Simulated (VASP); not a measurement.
VASP ran on this input.

File KPOINTS:
```
Automatic mesh
0
Gamma
10 10 10
0 0 0
```

INCAR:
```
SYSTEM = WSi2
PREC = Accurate
ENCUT = 400
EDIFF = 1E-6
NELM = 100
ALGO = Normal
LREAL = .FALSE.
LASPH = .TRUE.
ISMEAR = 1
SIGMA = 0.1
GGA = PE
LMAXMIX = 6
LWAVE = .FALSE.
LCHARG = .FALSE.
ISIF = 2
```

POSCAR:
```
WSi2
1
    1.6371000000    -1.6371000000     3.9933000000
   -1.6371000000     1.6371000000     3.9933000000
    1.6371000000     1.6371000000    -3.9933000000
Si W
2 1
Direct
  0.6650000000   0.6650000000   0.0000000000
  0.3350000000   0.3350000000   0.0000000000
  0.0000000000   0.0000000000   0.0000000000
```

POTCAR, in this order: Si W_sv (PBE.64 set). Program: vasp_std.

Output of the run:

**standard output**
```
 -----------------------------------------------------------------------------
|                                                                             |
|     EEEEEEE  RRRRRR   RRRRRR   OOOOOOO  RRRRRR      ###     ###     ###     |
|     E        R     R  R     R  O     O  R     R     ###     ###     ###     |
|     E        R     R  R     R  O     O  R     R     ###     ###     ###     |
|     EEEEE    RRRRRR   RRRRRR   O     O  RRRRRR       #       #       #      |
|     E        R   R    R   R    O     O  R   R                               |
|     E        R    R   R    R   O     O  R    R      ###     ###     ###     |
|     EEEEEEE  R     R  R     R  OOOOOOO  R     R     ###     ###     ###     |
|                                                                             |
|     ERROR: the triple product of the basis vectors is negative exchange     |
|     two basis vectors                                                       |
|                                                                             |
|       ---->  I REFUSE TO CONTINUE WITH THIS SICK JOB ... BYE!!! <----       |
|                                                                             |
 -----------------------------------------------------------------------------
```

Problem. Read the log: what went wrong, and how is it fixed?

Solution. The cause: the lattice vectors form a left-handed set. VASP stops with an error: ERROR: the triple product of the basis vectors is negative exchange two basis vectors ----> I REFUSE TO CONTINUE WITH THIS SICK JOB ... BYE!!! <---- To mend it, correct POSCAR.
File POSCAR:
```
WSi2
1
   -1.6371000000     1.6371000000     3.9933000000
    1.6371000000    -1.6371000000     3.9933000000
    1.6371000000     1.6371000000    -3.9933000000
Si W
2 1
Direct
  0.6650000000   0.6650000000   0.0000000000
  0.3350000000   0.3350000000   0.0000000000
  0.0000000000   0.0000000000   0.0000000000
```
The mended run (PBE GGA, plane waves, VASP's PBE PAW potentials (set 64)) converges, and its OSZICAR ends with
```
   1 F= -.24762609E+02 E0= -.24762591E+02  d E =-.524936E-04
```

The compound is WSi2 in the MoSi2 type structure. The cell was not relaxed at this level.
